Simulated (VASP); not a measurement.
Calculation: RPBE GGA, VASP's PBE PAW potentials (set 64) (plane waves; VASP 6.6.1).

VASP ran on this input.

File POSCAR:
```
SnO
1
    3.9124298728     0.0000000000     0.0000000000
    0.0000000000     3.9124298728     0.0000000000
    0.0000000000     0.0000000000     5.4502714179
Sn O
2 2
Direct
  0.5000000000   0.0000000000   0.7858585868
  0.0000000000   0.5000000000   0.2141414132
  0.5000000000   0.5000000000   0.0000000000
  0.0000000000   0.0000000000   0.0000000000
```

INCAR:
```
SYSTEM  =  SnO
PREC  =  Accurate; ENCUT  =  520; LREAL  =  .FALSE.
LASPH  =  .TRUE.
EDIFF  =  1E-7; NELM  =  100; ALGO  =  Normal
LMAXMIX  =  4
ISMEAR  =  -5
GGA  =  RP
ISIF  =  2
LWAVE  =  .FALSE.; LCHARG  =  .TRUE.; LORBIT  =  11
NEDOS  =  601
LEFG  =  .TRUE.
```

KPOINTS:
```
kpoints
0
Gamma
 6 6 5
0 0 0
```

POTCAR, in this order: Sn_d O (PBE.64 set). Program: vasp_std.

What VASP printed:

### OSZICAR
```
       N       E                     dE             d eps       ncg     rms          rms(c)
DAV:   1     0.397052781020E+03    0.39705E+03   -0.20798E+04  1464   0.241E+03
DAV:   2     0.340616465534E+02   -0.36299E+03   -0.35791E+03  1568   0.558E+02
DAV:   3    -0.228475012546E+02   -0.56909E+02   -0.56669E+02  1752   0.193E+02
DAV:   4    -0.251634318037E+02   -0.23159E+01   -0.23135E+01  1616   0.433E+01
DAV:   5    -0.252354279403E+02   -0.71996E-01   -0.71975E-01  1952   0.763E+00    0.119E+01
DAV:   6    -0.212817502305E+02    0.39537E+01   -0.28774E+01  2424   0.538E+01    0.496E+00
DAV:   7    -0.212750431766E+02    0.67071E-02   -0.26594E+00  1592   0.102E+01    0.271E+00
DAV:   8    -0.213064244736E+02   -0.31381E-01   -0.78042E-01  2160   0.627E+00    0.125E+00
DAV:   9    -0.212772600193E+02    0.29164E-01   -0.26163E-01  2216   0.432E+00    0.314E-01
DAV:  10    -0.212823894710E+02   -0.51295E-02   -0.32465E-02  1864   0.141E+00    0.293E-01
DAV:  11    -0.212807369822E+02    0.16525E-02   -0.14925E-02  2248   0.101E+00    0.495E-02
DAV:  12    -0.212809609985E+02   -0.22402E-03   -0.13765E-03  1528   0.235E-01    0.751E-02
DAV:  13    -0.212809282579E+02    0.32741E-04   -0.39041E-04  2200   0.188E-01    0.141E-02
DAV:  14    -0.212809292975E+02   -0.10396E-05   -0.38881E-05  1680   0.402E-02    0.656E-03
DAV:  15    -0.212809298575E+02   -0.55998E-06   -0.27267E-06  2128   0.221E-02    0.271E-03
DAV:  16    -0.212809302529E+02   -0.39545E-06   -0.31399E-07  1632   0.412E-03    0.249E-03
DAV:  17    -0.212809303821E+02   -0.12919E-06   -0.77660E-07  1600   0.619E-03    0.268E-04
DAV:  18    -0.212809303455E+02    0.36565E-07   -0.58315E-08   968   0.183E-03
   1 F= -.21280930E+02 E0= -.21280930E+02  d E =0.000000E+00
```

**OUTCAR**
```
------------------------ aborting loop because EDIFF is reached ----------------------------------------
  FORCE on cell =-STRESS in cart. coord.  units (eV):
  Direction    XX          YY          ZZ          XY          YZ          ZX
  --------------------------------------------------------------------------------------
  Total        0.0339801      0.0339801      0.0645699      0.0000000      0.0000000      0.0000000
  in kB        0.6525656      0.6525656      1.2400219      0.0000000      0.0000000      0.0000000
  external PRESSURE =       0.8483843 kB  Pullay stress =       0.0000000 kB
  volume of cell :       83.43
      direct lattice vectors                 reciprocal lattice vectors
     3.912429873  0.000000000  0.000000000     0.255595636  0.000000000  0.000000000
     0.000000000  3.912429873  0.000000000     0.000000000  0.255595636  0.000000000
     0.000000000  0.000000000  5.450271418     0.000000000  0.000000000  0.183477101
 POSITION                                       TOTAL-FORCE (eV/Angst)
 -----------------------------------------------------------------------------------
      1.95621      0.00000      4.28314         0.000000      0.000000     -0.013707
      0.00000      1.95621      1.16713        -0.000000      0.000000      0.013707
      1.95621      1.95621      0.00000         0.000000      0.000000      0.000000
      0.00000      0.00000      0.00000         0.000000      0.000000      0.000000
 -----------------------------------------------------------------------------------
    total drift:                                0.000000      0.000000      0.000000
  FREE ENERGIE OF THE ION-ELECTRON SYSTEM (eV)
  ---------------------------------------------------
  free  energy   TOTEN  =       -21.2809303455 eV

  energy  without entropy=      -21.2809303455  energy(sigma->0) =      -21.28093035

 total charge

# of ion       s       p       d       tot
------------------------------------------
    1        1.285   0.726  10.044  12.055
    2        1.285   0.726  10.044  12.055
    3        1.580   3.414   0.000   4.994
    4        1.580   3.414   0.000   4.994
--------------------------------------------------
tot          5.731   8.278  20.088  34.098

 Electric field gradients after diagonalization (V/A^2)
 (convention: |V_zz| > |V_xx| > |V_yy|)
----------------------------------------------------------------------
 ion       V_xx      V_yy      V_zz     asymmetry (V_yy - V_xx)/ V_zz
----------------------------------------------------------------------
   1      78.674    78.674  -157.348       0.000
   2      78.674    78.674  -157.348       0.000
   3       1.079     1.079    -2.158       0.000
   4       1.079     1.079    -2.158       0.000
```
(Selected blocks of OUTCAR.)

Without a dispersion term in the relaxation, distances and binding between the weakly bound layers, chains or molecules are unreliable, and so is what depends on them.

The compound is SnO in the litharge structure. It was relaxed first, which changed the volume by +19 %.
